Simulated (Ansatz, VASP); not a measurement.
Ge5I3 in VASP and in Ansatz

```
Ge I
1.0
     6.28238    0.00000    0.00000
     0.00000    6.28238    0.00000
     0.00000    0.00000    6.28238
Ge I
5 3
Direct
  0.00000 0.50000 0.50000
  0.50000 0.00000 0.50000
  0.50000 0.50000 0.00000
  0.00000 0.00000 0.00000
  0.50000 0.50000 0.50000
  0.50000 0.00000 0.00000
  0.00000 0.50000 0.00000
  0.00000 0.00000 0.50000
```

Alike in both runs: task single point; functional PBE; k mesh 4 × 4 × 4; occupations gaussian, width 0.1 eV; no spin polarisation.

```csv
,VASP,Ansatz
version,VASP 6.6.1,Ansatz 0.2.0
potentials or method,"VASP PAW PBE potentials, release 64 (Ge_d, I)","scalar-relativistic, plane waves, PAW"
plane-wave cutoff (eV),520,420
valence electrons in the cell,91,121
```

VASP gave:

```
gap on the k mesh at the Fermi level (eV) : none
pressure (GPa)                            : -2.8
```

Question: Which values does Ansatz return?

Answer: gap on the k mesh at the Fermi level (eV): none; pressure (GPa): -2.7.

A gap of «none» marks a metal or a gap that the smearing closes. With one functional, cell and mesh, what is left measures potentials, basis and numerics. The two sets of potentials don't hold the same shells in valence.

Caveats: an odd number of electrons without spin polarisation forces a metal; a magnetic or distorted state may lie lower. Spin-orbit coupling is left out, which matters for the levels of I.
